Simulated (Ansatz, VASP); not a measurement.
# Ru in two plane-wave programs

Aim: how closely do two programs agree when they are given the same cell, functional and k mesh? The cell is a member of a volume series, scaled by 1.02 from a relaxed one, so a pressure remains.

Calculated with Ansatz 0.2.0; plane waves, with VASP 6.6.1 beside it; zone-centre phonons at LDA.

**1. Set-up**

Symmetry: P6_3/mmc, No. 194, hexagonal system. The conventional cell has a = 2.695 Å, b = 2.695 Å, c = 4.256 Å, α = 90.00°, β = 90.00°, γ = 120.00°. Ru has 12 Ru at 2.64 to 2.69 Å nearest.

**2. VASP: zone-centre phonons, LDA, volume scaled by 1.02**

Second derivatives magnify differences that forces hide, and they need a tight electronic threshold.

Lines of VASP's logs that name or quote its potential files are left out, and so is its time.

INCAR

```
SYSTEM = Ru
PREC = Accurate
ENCUT = 500
EDIFF = 1E-08
NELM = 100
ISMEAR = 1
SIGMA = 0.15
LREAL = .FALSE.
ALGO = Normal
GGA = CA
NBANDS = 20
LASPH = .TRUE.
LORBIT = 11
LWAVE = .FALSE.
LCHARG = .FALSE.
KPAR = 4
IBRION = 8
ISIF = 2
```

POSCAR

```
Ru
1.0
    2.6946988093      0.0000000000      0.0000000000
   -1.3473494047      2.3336776267      0.0000000000
    0.0000000000      0.0000000000      4.2561151959
Ru
2
Direct
    0.3333333300      0.6666666700      0.2500000000
    0.6666666700      0.3333333300      0.7500000000
```

KPOINTS

```
Automatic mesh
0
Gamma
22 22 12
0 0 0
```

The projector-augmented-wave data sets are Ru_pv (LDA family, release 64).

On the command line:

```bash
$ mpirun -np 4 vasp_std
```

Numbers of over 12 decimals in the logs are rounded to 6 here.

Log:

```text
[banner, memory and clock lines left out]
running    4 mpi-ranks, on    1 nodes
 distrk:  each k-point on    1 cores,    4 groups
 distr:  one band on    1 cores,    1 groups

 POSCAR found type information on POSCAR Ru
 POSCAR found :  1 types and       2 ions
 LDA part: xc-table for (Slater(with rela. corr.)+CA(PZ))
 , standard interpolation
 POSCAR, INCAR and KPOINTS ok, starting setup
 FFT: planning ... GRIDC
 FFT: planning ... GRID_SOFT
 FFT: planning ... GRID
 WAVECAR not read
 entering main loop
       N       E                     dE             d eps       ncg     rms          rms(c)
DAV:   1     0.279809770673E+03    0.27981E+03   -0.17350E+04 14588   0.152E+03
DAV:   2    -0.169456466871E+02   -0.29676E+03   -0.28859E+03 14988   0.455E+02
DAV:   3    -0.228159496870E+02   -0.58703E+01   -0.58182E+01 16632   0.716E+01
DAV:   4    -0.228629333974E+02   -0.46984E-01   -0.46945E-01 18672   0.603E+00
DAV:   5    -0.228636493283E+02   -0.71593E-03   -0.71359E-03 16356   0.635E-01    0.190E+01
DAV:   6    -0.214789039451E+02    0.13847E+01   -0.32886E+00 16660   0.179E+01    0.498E+00
DAV:   7    -0.213939134423E+02    0.84991E-01   -0.50121E-01 16600   0.505E+00    0.108E+00
DAV:   8    -0.213843016161E+02    0.96118E-02   -0.24626E-02 16280   0.126E+00    0.375E-01
DAV:   9    -0.213831392884E+02    0.11623E-02   -0.18738E-03 16588   0.490E-01    0.361E-02
DAV:  10    -0.213831516452E+02   -0.12357E-04   -0.14721E-04 16360   0.123E-01    0.253E-02
DAV:  11    -0.213831506477E+02    0.99748E-06   -0.17716E-05 16516   0.405E-02    0.135E-03
DAV:  12    -0.213831506004E+02    0.47292E-07   -0.29315E-07 16656   0.493E-03    0.125E-03
DAV:  13    -0.213831505976E+02    0.28335E-08   -0.59959E-09 10620   0.773E-04
   1 F= -.21383151E+02 E0= -.21383626E+02  d E =0.142651E-02
 Linear response reoptimize wavefunctions to high precision
DAV:   1    -0.213831506032E+02   -0.56011E-08   -0.58066E-10 10236   0.252E-04
DAV:   2    -0.213831506032E+02   -0.63665E-11   -0.43368E-11  9712   0.732E-05
 Linear response DOF=           2
 Linear response progress:
  Degree of freedom:   1/  2
       N       E                     dE             d eps       ncg     rms          rms(c)
RMM:   1    -0.506149940701E+00   -0.50615E+00    0.33482E+00 68919   0.594E+01
RMM:   2    -0.607824074084E+00   -0.10167E+00   -0.11790E-01 94485   0.289E+00    0.142E-01
RMM:   3    -0.606673062417E+00    0.11510E-02   -0.34702E-03108645   0.493E-01    0.638E-02
RMM:   4    -0.605480131941E+00    0.11929E-02   -0.45741E-04108595   0.170E-01    0.237E-02
RMM:   5    -0.605321431701E+00    0.15870E-03   -0.90073E-05131942   0.433E-02    0.101E-02
RMM:   6    -0.605242961223E+00    0.78470E-04   -0.80588E-05117604   0.136E-02    0.699E-03
RMM:   7    -0.605233633223E+00    0.93280E-05   -0.51804E-05115806   0.817E-03    0.733E-04
RMM:   8    -0.605252036376E+00   -0.18403E-04   -0.33351E-05143077   0.268E-03    0.358E-04
RMM:   9    -0.605261111493E+00   -0.90751E-05   -0.15748E-05126559   0.114E-03    0.646E-05
RMM:  10    -0.605260992406E+00    0.11909E-06   -0.80462E-06145644   0.605E-04    0.229E-05
RMM:  11    -0.605261559931E+00   -0.56753E-06   -0.42970E-06130119   0.361E-04    0.844E-06
RMM:  12    -0.605261566274E+00   -0.63425E-08   -0.24049E-06145680   0.248E-04    0.410E-06
RMM:  13    -0.605261564906E+00    0.13682E-08   -0.14070E-06146814   0.190E-04    0.127E-06
RMM:  14    -0.605261592421E+00   -0.27516E-07   -0.87561E-07158473   0.158E-04    0.884E-07
RMM:  15    -0.605261618123E+00   -0.25702E-07   -0.53127E-07151359   0.141E-04    0.199E-07
RMM:  16    -0.605261617481E+00    0.64250E-09   -0.34712E-07150473   0.129E-04    0.495E-07
RMM:  17    -0.605261631142E+00   -0.13661E-07   -0.21966E-07156351   0.123E-04    0.104E-07
RMM:  18    -0.605261628215E+00    0.29273E-08   -0.15884E-07141225   0.119E-04    0.260E-07
RMM:  19    -0.605261630427E+00   -0.22123E-08   -0.96890E-08139747   0.116E-04    0.213E-07
 first order change of Fermi-energy   0.13168E-05
 force on displaced ion       1 direction 1 :  -8.238   0.000   0.000
 Linear response progress:
  Degree of freedom:   2/  2
       N       E                     dE             d eps       ncg     rms          rms(c)
RMM:   1    -0.620317146175E+00   -0.62032E+00    0.38395E+00 22815   0.602E+01
RMM:   2    -0.734337420919E+00   -0.11402E+00   -0.13335E-01 31482   0.303E+00    0.142E-01
RMM:   3    -0.734241712207E+00    0.95709E-04   -0.20048E-03 36233   0.467E-01    0.714E-02
RMM:   4    -0.733636667409E+00    0.60504E-03   -0.40406E-04 35489   0.163E-01    0.220E-02
RMM:   5    -0.733523250842E+00    0.11342E-03    0.73703E-05 41950   0.526E-02    0.186E-02
RMM:   6    -0.733480095068E+00    0.43156E-04   -0.73430E-05 37836   0.196E-02    0.103E-02
RMM:   7    -0.733415424502E+00    0.64671E-04   -0.52462E-05 37233   0.957E-03    0.251E-03
RMM:   8    -0.733406848464E+00    0.85760E-05   -0.19922E-05 43234   0.410E-03    0.683E-04
RMM:   9    -0.733413310069E+00   -0.64616E-05   -0.84370E-06 41753   0.149E-03    0.103E-04
RMM:  10    -0.733414605340E+00   -0.12953E-05   -0.55307E-06 42186   0.646E-04    0.364E-05
RMM:  11    -0.733415503064E+00   -0.89772E-06   -0.45817E-06 44413   0.367E-04    0.114E-05
RMM:  12    -0.733415660860E+00   -0.15780E-06   -0.30162E-06 43581   0.250E-04    0.453E-06
RMM:  13    -0.733415616188E+00    0.44673E-07   -0.16275E-06 49191   0.183E-04    0.173E-06
RMM:  14    -0.733415657341E+00   -0.41154E-07   -0.14274E-06 49134   0.147E-04    0.127E-06
RMM:  15    -0.733415648045E+00    0.92958E-08   -0.97271E-07 49288   0.130E-04    0.528E-07
RMM:  16    -0.733415623977E+00    0.24068E-07   -0.55271E-07 48244   0.118E-04    0.377E-07
RMM:  17    -0.733415625876E+00   -0.18989E-08   -0.37889E-07 48882   0.112E-04    0.191E-07
RMM:  18    -0.733415627072E+00   -0.11962E-08   -0.30460E-07 42875   0.107E-04    0.161E-07
RMM:  19    -0.733415627260E+00   -0.18804E-09   -0.19219E-07 48203   0.105E-04    0.143E-07
RMM:  20    -0.733415623361E+00    0.38991E-08   -0.14468E-07 42014   0.103E-04    0.590E-08
 first order change of Fermi-energy   0.91436E-04
 force on displaced ion       1 direction 3 :   0.000  -0.000 -12.450
 Linear response finished
```

From OUTCAR (step 2):

```text
ion  position               nearest neighbor table
   1  0.333  0.667  0.250-   2 2.64   2 2.64   2 2.64   2 2.64   2 2.64   2 2.64
   2  0.667  0.333  0.750-   1 2.64   1 2.64   1 2.64   1 2.64   1 2.64   1 2.64

  LATTYP: Found a hexagonal cell.
 ALAT       =     2.6946988093
 C/A-ratio  =     1.5794400403

 Subroutine GETGRP returns: Found 24 space group operations
 (whereof 12 operations were pure point group operations)

The static configuration has the point symmetry D_3d.
 The point group associated with its full space group is D_6h.

 Found    364 irreducible k-points:

   k-points           NKPTS =    364   k-points in BZ     NKDIM =    364   number of bands    NBANDS=     20

   dimension x,y,z NGX =    20 NGY =   20 NGZ =   32
   dimension x,y,z NGXF=    40 NGYF=   40 NGZF=   64

   ENCUT  =  500.0 eV  36.75 Ry    6.06 a.u.   4.91  4.91  7.76*2*pi/ulx,y,z

   NELECT =      28.0000    total number of electrons

 k-points in reciprocal lattice and weights: Automatic mesh
   0.00000000  0.00000000  0.00000000       0.000
   0.04545455  0.00000000  0.00000000       0.001
   0.09090909  0.00000000  0.00000000       0.001
   0.13636364  0.00000000  0.00000000       0.001
   0.18181818  0.00000000  0.00000000       0.001
   0.22727273 -0.00000000  0.00000000       0.001
   0.27272727 -0.00000000  0.00000000       0.001
   0.31818182 -0.00000000  0.00000000       0.001
   0.36363636  0.00000000  0.00000000       0.001
[...]
0.36363636  0.27272727  0.50000000       0.001
   0.31818182  0.31818182  0.50000000       0.001

 average (electrostatic) potential at core
       1 -67.2206       2 -67.2206

  Total       -1.1124126     -1.1124126     -1.2572264      0.0000000      0.0000000      0.0000000
  in kB      -66.5904597    -66.5904598    -75.2592009      0.0000000      0.0000000      0.0000000
  external PRESSURE =     -69.4800401 kB  Pullay stress =       0.0000000 kB

  energy-cutoff  :      500.00
  volume of cell :       26.76
      direct lattice vectors                 reciprocal lattice vectors
     2.694698809  0.000000000  0.000000000     0.371098988  0.214254100  0.000000000
    -1.347349405  2.333677627  0.000000000     0.000000000  0.428508200  0.000000000
     0.000000000  0.000000000  4.256115196     0.000000000  0.000000000  0.234956047

 POSITION                                       TOTAL-FORCE (eV/Angst)
 -----------------------------------------------------------------------------------
     -0.00000      1.55579      1.06403        -0.000000     -0.000000      0.000000
      1.34735      0.77789      3.19209         0.000000      0.000000      0.000000
 -----------------------------------------------------------------------------------
    total drift:                               -0.000004      0.000003     -0.000000

 Eigenvectors and eigenvalues of the dynamical matrix
 ----------------------------------------------------

   1 f  =    7.759708 THz    48.755683 2PiTHz  258.835995 cm-1    32.091559 meV
             X         Y         Z           dx          dy          dz
     -0.000000  1.555785  1.064029     0.000000    0.000000   -0.707107
      1.347349  0.777893  3.192086    -0.000000    0.000000    0.707107

   2 f  =    6.311937 THz    39.659068 2PiTHz  210.543548 cm-1    26.104061 meV
             X         Y         Z           dx          dy          dz
     -0.000000  1.555785  1.064029    -0.007690    0.707065    0.000000
      1.347349  0.777893  3.192086     0.007690   -0.707065    0.000000

   3 f  =    6.311937 THz    39.659068 2PiTHz  210.543548 cm-1    26.104061 meV
             X         Y         Z           dx          dy          dz
     -0.000000  1.555785  1.064029    -0.707065   -0.007690   -0.000000
      1.347349  0.777893  3.192086     0.707065    0.007690   -0.000000

   4 f  =    0.000000 THz     0.000001 2PiTHz    0.000003 cm-1     0.000000 meV
             X         Y         Z           dx          dy          dz
     -0.000000  1.555785  1.064029     0.094166   -0.667309   -0.214084
      1.347349  0.777893  3.192086     0.094166   -0.667309   -0.214084

   5 f  =    0.000000 THz     0.000000 2PiTHz    0.000001 cm-1     0.000000 meV
             X         Y         Z           dx          dy          dz
     -0.000000  1.555785  1.064029    -0.118838    0.197675   -0.668433
      1.347349  0.777893  3.192086    -0.118838    0.197675   -0.668433

   6 f/i=    0.000000 THz     0.000000 2PiTHz    0.000002 cm-1     0.000000 meV
             X         Y         Z           dx          dy          dz
     -0.000000  1.555785  1.064029    -0.690659   -0.124995    0.085825
      1.347349  0.777893  3.192086    -0.690659   -0.124995    0.085825

 ELASTIC MODULI CONTR FROM IONIC RELAXATION (kBar)
 Direction    XX          YY          ZZ          XY          YZ          ZX
 --------------------------------------------------------------------------------
 XX         -32.5374     32.5374     -0.0000      0.0000     -0.0000     -0.0000
 YY          32.5374    -32.5374      0.0000      0.0000      0.0000      0.0000
 ZZ          -0.0000      0.0000     -0.0000      0.0000     -0.0000     -0.0000
 XY           0.0000      0.0000      0.0000    -32.5374      0.0000      0.0000
 YZ          -0.0000      0.0000     -0.0000      0.0000     -0.0000     -0.0000
 ZX          -0.0000      0.0000     -0.0000      0.0000     -0.0000     -0.0000
 --------------------------------------------------------------------------------
```

**3. Ansatz: zone-centre phonons, LDA, volume scaled by 1.02**

Ansatz runs on its default PAW (the set named soft_2) files.

The same cell, functional (in two slightly different forms), mesh and smearing now go to Ansatz, which takes its cutoff from its data sets.

input.yaml

```yaml
crystal:
  lattice:
    - [2.6946988093, 0.0, 0.0]
    - [-1.3473494047, 2.3336776267, 0.0]
    - [0.0, 0.0, 4.2561151959]
  atoms:
    - { symbol: Ru, position: [0.33333333, 0.66666667, 0.25] }
    - { symbol: Ru, position: [0.66666667, 0.33333333, 0.75] }
hamiltonian:
  xc: lda
  pseudopotentials: { kind: paw }
kpoints:
  mp_grid: { grid: [22, 22, 12] }
scf:
  occupations: { method: methfessel_paxton, width: 0.15 }
phonons:
  method: dfpt
  qpoints: [[0, 0, 0]]
```

On the command line:

```bash
$ ansatz run input.yaml --threads 4 --pin off --max-ram 9216MiB --backend cpu --events-out ev --progress --plain --runs-dir out
```

Log:

```text
zone centre: on kpoints.mp_grid the ground state, and the responses unless they are solved on pairs of k-points, stand on 931 of the mesh's 5808 k-points, reduced under 4 symmetry operations, with k and −k counted as one. Each operation leaves every solved displacement unchanged or reverses it
Engine: ansatz 0.2.0, aarch64-unknown-linux-gnu
Pseudopotentials: kind: paw
Pseudopotential: Ru, paw, valence charge 16, recommended cutoff 420 eV (normal), Ru.paw.azcp
Functional definition: SPW92
  exchange = slater_x
  correlation = pw_c
Crystal: 2 atoms, lattice volume = 26.765 Å³
Basis set: ecut = 420 eV, 537 PW (Γ), exchange–correlation on 40×40×60 points (8 copies of the dense FFT grid, shifted against one another)
Bands: 20, of which v1, the nominal top of the filled ones, is band 16 counted from 1 (15 counted from 0)
Symmetry: 24 space group operations
k-points: 931 of 5808 (irreducible under 4 space group operations, time reversal used)
Non-local potential: Ru, projectors of the file, l = 0: 3, l = 1: 2, l = 2: 2, l = 3: 1
PAW form: soft (Blöchl's): semilocal exchange-correlation on the pseudo side does not see the compensation charge
PAW frozen core: Ru, regenerated for the run's functional, and the local potential with it (the file was generated under x = pbe(κ = 0.804, μ = 0.219515), c = pbe(β = 0.066725))
PAW one-centre angular grid: Ru, 590 points (default); XC on 64 Gauss nodes
Initial density: superposition of atomic densities (neutral atoms: chi_scale 0, normalization atom), corrected by the library's trained network
Initial wavefunctions: pseudopotential atomic-orbital guess
Functional: x = slater, c = lda
SCF iter   1: F=—  HF=-11516.581679 eV  |F-HF|=—  |Δ(HF+E_count)|=         —  Δρ=1.03e-2  dr2=1.30e-2  ethr=1.77e-3  ⟨swp⟩=5.0  Hψ=169089  notcnv=0  defer=135
automatic band count: the SCF goes on with 24 bands, as 20 were too few: they end inside the smearing window of the response
preconditioner: auto → none  [metal: Δε(μ)=0.004 eV  Ē_g=11.668 eV  σ=0.150 eV  W_gap=0.02  n_scr=8 (ndim 8)  ℏωp=28.7 eV  f_vac=0.000  D(μ)=1.21/eV (n_scr^D=8)  sad-step TF]
SCF iter   2: F=—  HF=-11516.579887 eV  |F-HF|=—  |Δ(HF+E_count)|=   1.79e-3  S|Δr|=    0.00e0  Δρ=5.53e-3  dr2=3.51e-3  ethr=4.07e-5  ⟨swp⟩=2.3  Hψ=33589  notcnv=0  defer=149
SCF iter   3: F=—  HF=-11516.579343 eV  |F-HF|=—  |Δ(HF+E_count)|=   5.44e-4  S|Δr|=    0.00e0  Δρ=3.26e-4  dr2=1.33e-5  ethr=1.10e-5  ⟨swp⟩=2.0  Hψ=26480  notcnv=0  defer=149
SCF iter   4: F=—  HF=-11516.579347 eV  |F-HF|=—  |Δ(HF+E_count)|=   3.19e-6  S|Δr|=    0.00e0  Δρ=7.73e-5  dr2=6.68e-7  ethr=4.14e-8  ⟨swp⟩=2.0  Hψ=34623  notcnv=0  defer=149
SCF iter   5: F=—  HF=-11516.579346 eV  |F-HF|=—  |Δ(HF+E_count)|=   3.95e-7  S|Δr|=    0.00e0  Δρ=1.34e-5  dr2=1.65e-8  ethr=2.09e-9  ⟨swp⟩=2.1  Hψ=33692  notcnv=0  defer=149
SCF iter   6: F=—  HF=-11516.579346 eV  |F-HF|=—  |Δ(HF+E_count)|=   6.40e-9  S|Δr|=    0.00e0  Δρ=3.75e-6  dr2=1.19e-9  ethr=5.15e-11  ⟨swp⟩=2.6  Hψ=34489  notcnv=0  defer=149
SCF iter   7: F=—  HF=-11516.579346 eV  |F-HF|=—  |Δ(HF+E_count)|=  3.33e-10  S|Δr|=    0.00e0  Δρ=8.38e-7  dr2=2.56e-11  ethr=3.72e-12  ⟨swp⟩=2.4  Hψ=34260  notcnv=0  defer=149
SCF iter   8: F=-11516.579346 eV  HF=-11516.579346 eV  |F-HF|=3.64e-12  |Δ(HF+E_count)|=  3.64e-12  S|Δr|=    0.00e0  Δρ=4.10e-8  dr2=1.64e-13  ethr=1.00e-12  ⟨swp⟩=8.3  Hψ=100500  notcnv=0
SCF 1 converged in 8 iterations: F = -11516.579346 eV  dr2 = 1.64e-13
  greatest PAW one-centre occupation: 0.999 electrons in one spin orbital (limit 2), on the Ru atom at site 1 (counted from 0), in its partial waves of l = 0
DFPT response loops at Γ: preconditioner auto → Kerker (q_TF=auto, 2.811 Å⁻¹) (partly filled bands, converged f_vac=0.000); β = 1.00, the filter's whole step (`scf.mixing.beta` (0.50) is not read by the response loops under this deck's `scf.mixing.preconditioner`; to damp them name `kerker` or `kerker_dos`, under which they read `scf.mixing.beta`, and type it under 1.00, their step now; both keys bind the ground state too); Broyden in place of MSR1
SCF converged after 8 iterations
Stability not checked: this state was not tested for a lower state beside it, because cold or Methfessel-Paxton smearing, or corrected tetrahedra, fill the levels in a way that the test cannot read (fill_not_monotonic; see scf.lower_state_search)
Free energy (F): -11516.579346 eV
Harris-Foulkes:  -11516.579346 eV  (|F-HF|=3.64e-12)
Internal energy: -11516.580808 eV  (E = F + TS)
E sigma→0 (E₀):  -11516.579712 eV
Entropy (-TS):   0.001461 eV (0.731 meV/atom)
Fermi energy:    23.633543 eV
Step filling:    the computed levels leave a gap of 0.0000 eV = 0.0 smearing widths at the electron count; against every level under it full and every level over it empty, smearing changes F+E_penalty+E_count by +0.302 meV and its σ→0 estimate by -0.063 meV
--- Per-component energies (eV) ---
  E_band       = -102.742020
  E_kinetic    = 1029.419899
  E_local      = -2494.851763  (includes V_loc(G=0)·N_el)
  E_nonlocal   = 696.443902
  E_hartree    = 796.942818
  E_xc         = -379.569269
  E_vxc        = -478.454144  (∫ρ·V_xc dr)
  E_paw        = -6682.466436  (= ΣΔE_a)
  E_vpaw       = -449.185069  (= ΣTr[D̂ρ^β])
  E_aug_tail   = -0.000497  (compensation charges beyond the density's cutoff)
  E_ewald      = -4483.642831
  E_core_change = 1.143370  (= ΣΔE_core)
  E_smearing   = 0.001461  (= −TS)
  E_closure    = -0.000000  (closes the sum)
  Σ components = -11516.579346   (vs F -11516.579346, Δ=0.00e0)
--- Band table (eV; the first three rows and the last of 931) ---
  k-point 0: bands = [... 12 lower, 21.1552, 21.6625, 21.6625, 22.1855, 22.1855, 24.8472, 24.8472, 24.9451, ... 4 higher]
  k-point 1: bands = [... 12 lower, 21.1146, 21.6136, 21.6136, 22.3017, 22.3017, 24.6723, 24.8538, 24.8538, ... 4 higher]
  k-point 2: bands = [... 12 lower, 21.0023, 21.4812, 21.4812, 22.5938, 22.5938, 23.9713, 24.8571, 24.8571, ... 4 higher]
  k-point 930: bands = [... 12 lower, 20.9061, 20.9061, 22.2335, 22.2335, 25.3230, 25.3230, 28.7736, 28.7736, ... 4 higher]
--- Phonons (Γ-DFPT): 2 representative perturbations + reference, on 931 of 5808 k-points (Σ response iterations 7) ---
  k mesh reduced under 4 symmetry operations, with k and −k counted as one. Each operation leaves every solved displacement unchanged or reverses it
  ASR residual: 9.076e-5 → 0.000e0 eV/Å²; symmetrization residual: 9.004e-10 eV/Å²
  ASR residual per site (eV/Å²): 9.08e-5 9.08e-5
  Γ frequencies (cm⁻¹): 0.00 0.00 0.00 210.24 210.24 256.20
  non-analytic LO–TO correction: not included (Born effective charges unavailable; polar crystals: no LO–TO splitting at Γ)
--- Phonons (arbitrary-q DFPT): 1 explicit q-point ---
  q = [0, 0, 0] (of the zone-centre solve; hermiticity 1.48e-10, symmetrization 6.40e-11): -0.00 -0.00 0.00 210.24 210.24 256.20
  sum rule: each row above includes the acoustic sum rule's correction from the zone centre's row sums; it moved no ω² by more than (0.49 cm⁻¹)²
```

It took 50 s on 4 threads of Arm Neoverse V1, shared host; peak memory 1.6 GiB; 3 min of CPU time.

The column dr2 measures how far the density is from self-consistency, as an energy; F and HF (Harris–Foulkes) agree once it is small.

**4. Differences**

Known differences besides the potentials themselves: the two LDA forms differ slightly; the data sets hold 32 valence electrons in Ansatz (default PAW (the set named soft_2) files) and 28 in VASP; the cutoff is 420 eV in Ansatz and 500 eV in VASP; VASP's log shows a relativistic correction to its local exchange, Ansatz's none. Total energies have different zeros and are not compared.

The two programs side by side:

```csv
quantity,Ansatz,VASP,difference
optical mode 1 to 2 (cm⁻¹),210.2,210.5,-0.14 %
optical mode 3 (cm⁻¹),256.2,258.8,-1.02 %
```

Modes are paired by rising frequency and degeneracy, not by their patterns, so a pair may still set unlike modes beside each other.

(Part 1 of 2 ends here.)

[Lines on the potential files, build, host, timing and source positions are cut from VASP's logs without a mark.]

[Logs are printed without paths, hosts, clocks, repeated set-up lines and the standing remarks that a program may print on its own settings, such as how far it seeks lower states.]

[Hosts, paths, dates, database ids (printed as entryN), source tags and the programs' standing remarks are cut or masked in the printed files.]
